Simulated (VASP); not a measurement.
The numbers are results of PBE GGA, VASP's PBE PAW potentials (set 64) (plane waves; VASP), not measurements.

A VASP calculation is set up with these files.

KPOINTS:
```
Automatic mesh
0
Gamma
5 5 1
0 0 0
```

INCAR:
```
SYSTEM  =  Zr16H
PREC  =  Normal; ENCUT  =  400; LREAL  =  F
LASPH  =  T
EDIFF  =  1E-6; NELM  =  100; NELMIN  =  4
ALGO  =  Normal; LMAXMIX  =  4
ISMEAR  =  1; SIGMA  =  0.1
GGA  =  PE
LWAVE  =  F; LCHARG  =  F; LORBIT  =  11
LVHAR  =  T
DIPOL  =  0.5 0.5 0.5
LDIPOL  =  T; IDIPOL  =  3
```

### POSCAR
```
Zr16H
1
    6.4596472807     0.0000000000     0.0000000000
    3.2298236403     5.5942185361     0.0000000000
    0.0000000000     0.0000000000    21.8588014094
Zr H
16 1
Direct
  0.8251637642   0.3421268885   0.3289297569
  0.3327083473   0.3421268885   0.3289297569
  0.8292890094   0.8414209814   0.3292098249
  0.3315914421   0.8368161159   0.3285033419
  0.9995225651   0.0036293203   0.4397143590
  0.4968481146   0.0036293203   0.4397143590
  0.9991205776   0.5017588448   0.4385593227
  0.4980044599   0.5039910801   0.4402972138
  0.8224436764   0.3462894652   0.5619303740
  0.3312658582   0.3462894652   0.5619303740
  0.8226268037   0.8547453925   0.5624524740
  0.3240847316   0.8518295367   0.5630663046
  0.0036369102   0.0071446436   0.6767441539
  0.4892184462   0.0071446436   0.6767441539
  0.9944680809   0.5110638382   0.6692016918
  0.4889365469   0.5221269061   0.6761229381
  0.3277346656   0.8445306687   0.7268566005
```

POTCAR, in this order: Zr_sv H (PBE.64 set). Program: vasp_std. Read from the step before: WAVECAR.

Output of the run:

OSZICAR:
```
       N       E                     dE             d eps       ncg     rms          rms(c)
DAV:   1    -0.133478484293E+03   -0.13348E+03   -0.13332E-03  2620   0.995E-02    0.815E-02
DAV:   2    -0.133530688374E+03   -0.52204E-01   -0.22095E-01  3217   0.105E+00    0.107E+00
DAV:   3    -0.133477997414E+03    0.52691E-01   -0.22298E-01  3156   0.878E-01    0.563E-02
DAV:   4    -0.133478170740E+03   -0.17333E-03   -0.30410E-03  2708   0.111E-01    0.216E-02
DAV:   5    -0.133478178429E+03   -0.76890E-05   -0.31384E-04  2772   0.427E-02    0.137E-02
DAV:   6    -0.133478173052E+03    0.53768E-05   -0.44512E-05  2260   0.189E-02    0.504E-03
DAV:   7    -0.133478172938E+03    0.11465E-06   -0.43726E-06  2036   0.753E-03
   1 F= -.13347817E+03 E0= -.13347676E+03  d E =-.424425E-02
```

**OUTCAR**
```
------------------------ aborting loop because EDIFF is reached ----------------------------------------
  FORCE on cell =-STRESS in cart. coord.  units (eV):
  Direction    XX          YY          ZZ          XY          YZ          ZX
  --------------------------------------------------------------------------------------
  Total       -2.8518213     -4.5485895     -0.5906336      0.0000000      0.0035483     -0.0000000
  in kB       -5.7844000     -9.2259851     -1.1979927      0.0000000      0.0071970     -0.0000000
  external PRESSURE =      -5.4027926 kB  Pullay stress =       0.0000000 kB
  volume of cell :      789.90
      direct lattice vectors                 reciprocal lattice vectors
     6.459647281  0.000000000  0.000000000     0.154807214 -0.089377989  0.000000000
     3.229823640  5.594218536  0.000000000     0.000000000  0.178755977  0.000000000
     0.000000000  0.000000000 21.858801409     0.000000000  0.000000000  0.045748163
 POSITION                                       TOTAL-FORCE (eV/Angst)
 -----------------------------------------------------------------------------------
      6.43528      1.91393      7.19001        -0.007080     -0.015587      0.001668
      3.25419      1.91393      7.19001         0.007080     -0.015587      0.001668
      8.07456      4.70709      7.19613        -0.000000      0.012393     -0.007666
      4.84473      4.68133      7.18069        -0.000000      0.014557      0.014154
      6.46829      0.02030      9.61163        -0.011449      0.000686     -0.001577
      3.22119      0.02030      9.61163         0.011449      0.000686     -0.001577
      8.07456      2.80695      9.58638        -0.000000      0.010879     -0.023314
      4.84474      2.81944      9.62437        -0.000000      0.014021      0.000428
      6.43115      1.93722     12.28312         0.005854     -0.005396      0.000723
      3.25831      1.93722     12.28312        -0.005854     -0.005396      0.000723
      8.07456      4.78163     12.29454         0.000000     -0.016753     -0.007887
      4.84473      4.76532     12.30795         0.000000     -0.013219      0.000596
      0.04657      0.03997     14.79282         0.000582     -0.001256     -0.006120
      3.18325      0.03997     14.79282        -0.000582     -0.001256     -0.006120
      8.07456      2.85900     14.62795        -0.000000      0.005808     -0.000031
      4.84474      2.92089     14.77924        -0.000000      0.007845      0.014821
      4.84474      4.72449     15.88821        -0.000000      0.007574      0.019510
 -----------------------------------------------------------------------------------
    total drift:                                0.046454      0.000129      0.004853
  FREE ENERGIE OF THE ION-ELECTRON SYSTEM (eV)
  ---------------------------------------------------
  free  energy   TOTEN  =      -133.4781729376 eV

  energy  without entropy=     -133.4739286868  energy(sigma->0) =     -133.47675819

 total charge

# of ion       s       p       d       tot
------------------------------------------
    1        2.247   5.933   1.641   9.821
    2        2.247   5.933   1.641   9.821
    3        2.247   5.932   1.644   9.824
    4        2.246   5.933   1.635   9.815
    5        2.235   5.963   1.636   9.834
    6        2.235   5.963   1.636   9.834
    7        2.235   5.961   1.642   9.838
    8        2.236   5.964   1.636   9.836
    9        2.234   5.963   1.633   9.829
   10        2.234   5.963   1.633   9.829
   11        2.233   5.963   1.630   9.826
   12        2.234   5.967   1.613   9.814
   13        2.231   5.945   1.622   9.797
   14        2.231   5.945   1.622   9.797
   15        2.247   5.934   1.654   9.835
   16        2.230   5.945   1.624   9.799
   17        0.549   0.008   0.000   0.557
--------------------------------------------------
tot         36.351  95.214  26.141 157.707
```
(Selected blocks of OUTCAR.)

The cell is a thin slab with vacuum, built from Zr (hcp): (001) face, H adsorbed.
